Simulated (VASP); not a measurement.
# LiBiS3 (Pm-3m) in VASP: notebook

Runs on LiBiS3. Level: LDA. Tasks: relaxation of cell and atoms.

Program: VASP 6.6.1. These are calculated values, not measurements. Logs are shortened: lines on timing, memory, paths and dates and some standing lists are left out, and cuts for length are marked.

## 1. The crystal as given

The structure is cubic, space group Pm-3m (No. 221). The conventional cell has a = 4.561 Å, b = 4.561 Å, c = 4.561 Å, α = 90.00°, β = 90.00°, γ = 90.00°. Li (site symmetry m-3m) is surrounded by 6 S at 2.28 Å. Around Bi (site symmetry m-3m) lie 12 S at 3.23 Å. S (site symmetry 4/mmm) has 2 Li at 2.28 Å as nearest neighbours.

The cell was built by a generator and needn't be a form met in nature.

## 2. Relaxation of cell and atoms, LDA, target pressure 2 GPa, at which the enthalpy is minimised

The input, INCAR:

```
PREC     = Accurate       # precision mode
ENCUT    = 600            # plane-wave cutoff, eV
EDIFF    = 1E-7           # SCF threshold, eV
ISMEAR   = -1             # smearing method
SIGMA    = 0.05           # smearing width, eV
LREAL    = False          # projectors in reciprocal space
LASPH    = True           # aspherical terms in the spheres
NELM     = 60             # most SCF steps
ALGO     = Normal         # electronic algorithm
ISIF     = 3              # what is computed and relaxed
LWAVE    = False          # write WAVECAR
LCHARG   = False          # write CHGCAR
IBRION   = 2              # ionic algorithm
NSW      = 60             # ionic steps
EDIFFG   = -0.01          # ionic threshold
PSTRESS  = 20
```

The input, KPOINTS:

```
Automatic mesh
0
Gamma
  5 5 5
```

The input, POSCAR:

```
LiBiS3
1.0
    4.5614400000      0.0000000000      0.0000000000
    0.0000000000      4.5614400000      0.0000000000
    0.0000000000      0.0000000000      4.5614400000
Li Bi S
1 1 3
Direct
    0.5000000000      0.5000000000      0.5000000000
    0.0000000000      0.0000000000      0.0000000000
    0.5000000000      0.5000000000      0.0000000000
    0.0000000000      0.5000000000      0.5000000000
    0.5000000000      0.0000000000      0.5000000000
```

Potentials or basis: VASP PAW LDA potentials, release 64 (Li_sv, Bi_d, S).

Run with:

```bash
cat potpaw_LDA.64/Li_sv/POTCAR potpaw_LDA.64/Bi_d/POTCAR potpaw_LDA.64/S/POTCAR > POTCAR
mpirun -np 1 vasp_std > vasp.out
```

OUTCAR:

```text
PREC = Accurate
   ENCUT = 600
   EDIFF = 1E-7
   ISMEAR = -1
   LREAL = False
   LASPH = True
   NELM = 60
   ISIF = 3
   IBRION = 2
   NSW = 60
   EDIFFG = -0.01
   PSTRESS = 20

 ion  position               nearest neighbor table
   1  0.500  0.500  0.500-   3 2.28   4 2.28   5 2.28   3 2.28   5 2.28   4 2.28
   2  0.000  0.000  0.000-   3 3.23   4 3.23   5 3.23   4 3.23   5 3.23   3 3.23   4 3.23   4 3.23
                             3 3.23   5 3.23   5 3.23   3 3.23
   3  0.500  0.500  0.000-   1 2.28   1 2.28   2 3.23   2 3.23   2 3.23   2 3.23
   4  0.000  0.500  0.500-   1 2.28   1 2.28   2 3.23   2 3.23   2 3.23   2 3.23
   5  0.500  0.000  0.500-   1 2.28   1 2.28   2 3.23   2 3.23   2 3.23   2 3.23

  LATTYP: Found a simple cubic cell.
 ALAT       =     4.5614400000

  Lattice vectors:

 A1 = (   4.5614400000,   0.0000000000,   0.0000000000)
 A2 = (   0.0000000000,   4.5614400000,   0.0000000000)
 A3 = (   0.0000000000,   0.0000000000,   4.5614400000)

Analysis of symmetry for initial positions (statically):
=====================================================================
 Subroutine PRICEL returns:
 Original cell was already a primitive cell.

 Routine SETGRP: Setting up the symmetry group for a
 simple cubic supercell.

 Subroutine GETGRP returns: Found 48 space group operations
 (whereof 48 operations were pure point group operations)
 out of a pool of 48 trial point group operations.

The static configuration has the point symmetry O_h .

Analysis of symmetry for dynamics (positions and initial velocities):
=====================================================================
 Subroutine PRICEL returns:
 Original cell was already a primitive cell.

 Routine SETGRP: Setting up the symmetry group for a
 simple cubic supercell.

 Subroutine GETGRP returns: Found 48 space group operations
 (whereof 48 operations were pure point group operations)
 out of a pool of 48 trial point group operations.

The dynamic configuration has the point symmetry O_h .

 Subroutine INISYM returns: Found 48 space group operations
 (whereof 48 operations are pure point group operations),
 and found     1 'primitive' translations

----------------------------------------------------------------------------------------

                                     Primitive cell

  volume of cell :      94.9087

  direct lattice vectors                    reciprocal lattice vectors
     4.561440000  0.000000000  0.000000000     0.219229015  0.000000000  0.000000000
     0.000000000  4.561440000  0.000000000     0.000000000  0.219229015  0.000000000
     0.000000000  0.000000000  4.561440000     0.000000000  0.000000000  0.219229015
[... 66 lines left out ...]
   PREC   = accura    normal or accurate (medium, high low for compatibility)
   ISTART =      0    job   : 0-new  1-cont  2-samecut
   ICHARG =      2    charge: 1-file 2-atom 10-const
   ISPIN  =      1    spin polarized calculation?
   LNONCOLLINEAR =      F non collinear calculations
   LSORBIT =      F    spin-orbit coupling
   LASPH  =      T    aspherical Exc in radial PAW
   ENCUT  =  600.0 eV  44.10 Ry    6.64 a.u.   9.11  9.11  9.11*2*pi/ulx,y,z
   NELM   =     60;   NELMIN=  2; NELMDL= -5     # of ELM steps
   EDIFF  = 0.1E-06   stopping-criterion for ELM
   LREAL  =      F    real-space projection
   EDIFFG = -.1E-01   stopping-criterion for IOM
   NSW    =     60    number of steps for IOM
   IBRION =      2    ionic relax: 0-MD 1-quasi-New 2-CG
   NFREE  =      1    steps in history (QN), initial steepest desc. (CG)
   ISIF   =      3    stress and relaxation
   ISYM   =      2    0-nonsym 1-usesym 2-fastsym
   POTIM  = 0.5000    time-step for ionic-motion
   TEBEG  =    0.0;   TEEND  =   0.0 temperature during run
   PSTRESS=   20.0 pullay stress
   NELECT =      36.0000    total number of electrons
   NUPDOWN=      -1.0000    fix difference up-down
   EMIN   =  10.00;   EMAX   =-10.00  energy-range for DOS
   EFERMI =   0.00;   METHOD = LEGACY
   ISMEAR =    -1;   SIGMA  =   0.05  broadening in eV -4-tet -1-fermi 0-gaus
   EFERMI_NEDOS =   21; number of points for ismear=-14 and -15
   IALGO  =     38    algorithm
   IMIX   =      4    mixing-type and parameters
     AMIX     =   0.40;   BMIX     =  1.00
     AMIX_MAG =   1.60;   BMIX_MAG =  1.00
  volume/ion in A,a.u.               =      18.98       128.10
  Fermi-wavevector in a.u.,A,eV,Ry     =   1.185060  2.239439 19.107578  1.404367
  Thomas-Fermi vector in A             =   2.321262
   LORBIT       =      0    0 simple, 1 ext, 2 COOP (PROOUT), +10 PAW based schemes
   GGA     = CA    functional components
   LHFCALC =     F    Hartree Fock is set to
   AEXX    =    0.0000 exact exchange contribution
   IVDW    =     0    specifies the selected vdW correction
   LEPSILON=     F    determine dielectric tensor
   LRPA    =     F    only Hartree local field effects (RPA)
 conjugate gradient relaxation of ions
 non-spin polarized calculation
  energy-cutoff  :      600.00
  volume of cell :       94.91
 maximum number of plane-waves:      3177
   NGX = 19   NGY = 19   NGZ = 19

--------------------------------------- Ionic step        1  -------------------------------------------

 number of electron      36.0000014 magnetization

 Free energy of the ion-electron system (eV)
  ---------------------------------------------------
  ext. energy  EPLUGINS =         0.00000000
  ---------------------------------------------------
  free energy    TOTEN  =       -20.48773506 eV

  energy without entropy =      -20.46061341  energy(sigma->0) =      -20.47417424

------------------------ aborting loop because EDIFF is reached ----------------------------------------

  FORCE on cell =-STRESS in cart. coord.  units (eV):
  Direction    XX          YY          ZZ          XY          YZ          ZX
  --------------------------------------------------------------------------------------
  -------------------------------------------------------------------------------------
  Total       -3.0710269     -3.0710269     -3.0710269      0.0000000      0.0000000     -0.0000000
  in kB      -51.8427823    -51.8427823    -51.8427823      0.0000000      0.0000000     -0.0000000
  external PRESSURE =     -71.8427823 kB  Pullay stress =      20.0000000 kB
[... 69 lines left out ...]
--------------------------------------- Ionic step        3  -------------------------------------------

 number of electron      35.9999995 magnetization

 Free energy of the ion-electron system (eV)
  ---------------------------------------------------
  ext. energy  EPLUGINS =         0.00000000
  ---------------------------------------------------
  free energy    TOTEN  =       -20.60667345 eV

  energy without entropy =      -20.58221159  energy(sigma->0) =      -20.59444252

 E-fermi :   6.8004     XC(G=0): -10.9719

 val. band max:        6.7740801114   @ k =   0.4000   0.4000   0.4000
 cond. band min:       6.9051441757   @ k =   0.4000   0.4000   0.0000
 fundamental gap:      0.1310640643
 Fermi energy:         6.8004394790

 k-point     1 :       0.0000    0.0000    0.0000
  band No.  band energies     occupation
      1     -36.2397      2.00000
      2     -16.4431      2.00000
      3     -16.4431      2.00000
      4     -16.4277      2.00000
      5     -16.4277      2.00000
      6     -16.4277      2.00000
[... 275 lines left out ...]
  energy  without entropy=      -20.5822115880  energy(sigma->0) =      -20.59444252

  enthalpy is  TOTEN    =       -19.5443354258 eV   P V=        1.0623380261

 reached required accuracy - stopping structural energy minimisation
```

Run time: 22 s. Hardware: 1 thread of Intel Xeon 6975P-C (Granite Rapids), shared host; peak memory 0.19 GiB.

What came out:

| Property | Result |
| --- | --- |
| Free energy | -20.6067 eV |
| Relaxed volume | 17.02 Å³/atom |
| Relaxed cell | a = 4.399 Å, b = 4.399 Å, c = 4.399 Å, α = 90.00°, β = 90.00°, γ = 90.00° |
| Space group after relaxing (to 0.05 Å) | Pm-3m (No. 221) |
| Energy change on relaxing (the enthalpy is what falls) | -23.8 meV/atom |
| Ionic steps | 3 |
| Pressure after relaxing | 2.0 GPa |
| Band gap on the k mesh | none (metal or under the smearing width) |

Step by step:
| step | energy change (eV) | largest force (eV/Å) | pressure (GPa) | volume (Å³) |
| --- | --- | --- | --- | --- |
| 1 | 0.0000 | 0.0000 | -5.18 | 94.91 |
| 2 | -0.0949 | 0.0000 | 3.47 | 83.69 |
| 3 | -0.1189 | 0.0000 | 2.01 | 85.10 |

Final structure:
```
Li Bi S
1.0
     4.39860    0.00000    0.00000
     0.00000    4.39860    0.00000
     0.00000    0.00000    4.39860
Li Bi S
1 1 3
Direct
  0.50000 0.50000 0.50000
  0.00000 0.00000 0.00000
  0.50000 0.50000 0.00000
  0.00000 0.50000 0.50000
  0.50000 0.00000 0.50000
```

Caveat: the cutoff is under 1.25 times the usual one of these potentials, so pressure, stress and relaxed cells hold a basis-set (Pulay) error; the cell is relaxed towards a set pressure, so the enthalpy falls and the energy may rise; spin-orbit coupling is left out, which moves the levels of the heavy elements.

## 3. Relaxation of cell and atoms, LDA, target pressure 5 GPa, at which the enthalpy is minimised

INCAR: that of step 2 with these lines changed.

```diff
@@ -15,2 +15,2 @@
 EDIFFG   = -0.01          # ionic threshold
-PSTRESS  = 20
+PSTRESS  = 50
```

KPOINTS is that of step 2.

POSCAR is that of step 2.

Potentials or basis: VASP PAW LDA potentials, release 64 (Li_sv, Bi_d, S).

Run with:

```bash
cat potpaw_LDA.64/Li_sv/POTCAR potpaw_LDA.64/Bi_d/POTCAR potpaw_LDA.64/S/POTCAR > POTCAR
mpirun -np 1 vasp_std > vasp.out
```

OUTCAR:

```text
PREC = Accurate
   ENCUT = 600
   EDIFF = 1E-7
   ISMEAR = -1
   LREAL = False
   LASPH = True
   NELM = 60
   ISIF = 3
   IBRION = 2
   NSW = 60
   EDIFFG = -0.01
   PSTRESS = 50

 ion  position               nearest neighbor table
   1  0.500  0.500  0.500-   3 2.28   4 2.28   5 2.28   3 2.28   5 2.28   4 2.28
   2  0.000  0.000  0.000-   3 3.23   4 3.23   5 3.23   4 3.23   5 3.23   3 3.23   4 3.23   4 3.23
                             3 3.23   5 3.23   5 3.23   3 3.23
   3  0.500  0.500  0.000-   1 2.28   1 2.28   2 3.23   2 3.23   2 3.23   2 3.23
   4  0.000  0.500  0.500-   1 2.28   1 2.28   2 3.23   2 3.23   2 3.23   2 3.23
   5  0.500  0.000  0.500-   1 2.28   1 2.28   2 3.23   2 3.23   2 3.23   2 3.23

  LATTYP: Found a simple cubic cell.
 ALAT       =     4.5614400000

  Lattice vectors:

 A1 = (   4.5614400000,   0.0000000000,   0.0000000000)
 A2 = (   0.0000000000,   4.5614400000,   0.0000000000)
[... 175 lines left out ...]
  -------------------------------------------------------------------------------------
  Total       -3.0710269     -3.0710269     -3.0710269      0.0000000      0.0000000     -0.0000000
  in kB      -51.8427823    -51.8427823    -51.8427823      0.0000000      0.0000000     -0.0000000
  external PRESSURE =    -101.8427823 kB  Pullay stress =      50.0000000 kB
[... 69 lines left out ...]
--------------------------------------- Ionic step        3  -------------------------------------------

 number of electron      35.9999992 magnetization

 Free energy of the ion-electron system (eV)
  ---------------------------------------------------
  ext. energy  EPLUGINS =         0.00000000
  ---------------------------------------------------
  free energy    TOTEN  =       -20.54539250 eV

  energy without entropy =      -20.52144368  energy(sigma->0) =      -20.53341809

 E-fermi :   7.2429     XC(G=0): -11.1285

 val. band max:        7.2182649848   @ k =   0.4000   0.4000   0.4000
 cond. band min:       7.3434646788   @ k =   0.4000   0.4000   0.0000
 fundamental gap:      0.1251996940
 Fermi energy:         7.2428708227

 k-point     1 :       0.0000    0.0000    0.0000
  band No.  band energies     occupation
      1     -35.8536      2.00000
      2     -15.9825      2.00000
      3     -15.9825      2.00000
      4     -15.9650      2.00000
      5     -15.9650      2.00000
      6     -15.9650      2.00000
[... 275 lines left out ...]
  energy  without entropy=      -20.5214436820  energy(sigma->0) =      -20.53341809

  enthalpy is  TOTEN    =       -17.9776085728 eV   P V=        2.5677839244

 reached required accuracy - stopping structural energy minimisation
```

OSZICAR:

```text
N       E                     dE             d eps       ncg     rms          rms(c)
DAV:   1     0.328647727508E+03    0.32865E+03   -0.18573E+04   440   0.185E+03
DAV:   2     0.158346416271E+02   -0.31281E+03   -0.30711E+03   466   0.439E+02
DAV:   3    -0.201996868678E+02   -0.36034E+02   -0.35435E+02   698   0.137E+02
[... 29 lines left out ...]
DAV:   5    -0.205453909090E+02    0.20201E-03   -0.12408E-03   656   0.357E-01    0.619E-02
DAV:   6    -0.205453940762E+02   -0.31672E-05   -0.13183E-04   578   0.908E-02    0.280E-02
DAV:   7    -0.205453929029E+02    0.11734E-05   -0.11731E-05   556   0.284E-02    0.831E-03
DAV:   8    -0.205453925209E+02    0.38196E-06   -0.19873E-06   660   0.141E-02    0.194E-03
DAV:   9    -0.205453924972E+02    0.23737E-07   -0.23610E-07   356   0.401E-03
   3 F= -.17977609E+02 E0= -.17965634E+02  d E =-.451739E+00
```

CONTCAR:

```text
LiBiS3
   1.00000000000000
     4.3494367322730234   -0.0000000000000000   -0.0000000000000000
     0.0000000000000000    4.3494367322730234   -0.0000000000000000
     0.0000000000000000    0.0000000000000000    4.3494367322730234
  Li              Bi              S
     1     1     3
Direct
     0.5000000000000000    0.5000000000000000    0.5000000000000000
     0.0000000000000000    0.0000000000000000    0.0000000000000000
     0.5000000000000000    0.5000000000000000    0.0000000000000000
     0.0000000000000000    0.5000000000000000    0.5000000000000000
     0.5000000000000000    0.0000000000000000    0.5000000000000000

  0.00000000E+00  0.00000000E+00  0.00000000E+00
  0.00000000E+00  0.00000000E+00  0.00000000E+00
  0.00000000E+00  0.00000000E+00  0.00000000E+00
  0.00000000E+00  0.00000000E+00  0.00000000E+00
  0.00000000E+00  0.00000000E+00  0.00000000E+00
```

Wall time 24 s (1 thread of Intel Xeon 6975P-C (Granite Rapids), shared host); peak memory 0.19 GiB.

Results:

* Free energy: -20.5454 eV
* Relaxed volume: 16.46 Å³/atom
* Relaxed cell: a = 4.349 Å, b = 4.349 Å, c = 4.349 Å, α = 90.00°, β = 90.00°, γ = 90.00°
* Space group after relaxing (to 0.05 Å): Pm-3m (No. 221)
* Energy change on relaxing (the enthalpy is what falls): -11.5 meV/atom
* Ionic steps: 3
* Pressure after relaxing: 5.0 GPa
* Band gap on the k mesh: none (metal or under the smearing width)

The path:
```csv
step,energy change (eV),largest force (eV/Å),pressure (GPa),volume (Å³)
1,0.0000,0.0000,-5.18,94.91
2,0.0714,0.0000,8.87,79.28
3,-0.0577,0.0000,5.03,82.28
```

Final structure:
```
Li Bi S
1.0
     4.34944    0.00000    0.00000
     0.00000    4.34944    0.00000
     0.00000    0.00000    4.34944
Li Bi S
1 1 3
Cartesian
  2.1747 2.1747 2.1747
  0.0000 0.0000 0.0000
  2.1747 2.1747 0.0000
  0.0000 2.1747 2.1747
  2.1747 0.0000 2.1747
```

Caveat: the cutoff is under 1.25 times the usual one of these potentials, so pressure, stress and relaxed cells hold a basis-set (Pulay) error; the cell is relaxed towards a set pressure, so the enthalpy falls and the energy may rise; spin-orbit coupling is left out, which moves the levels of the heavy elements.
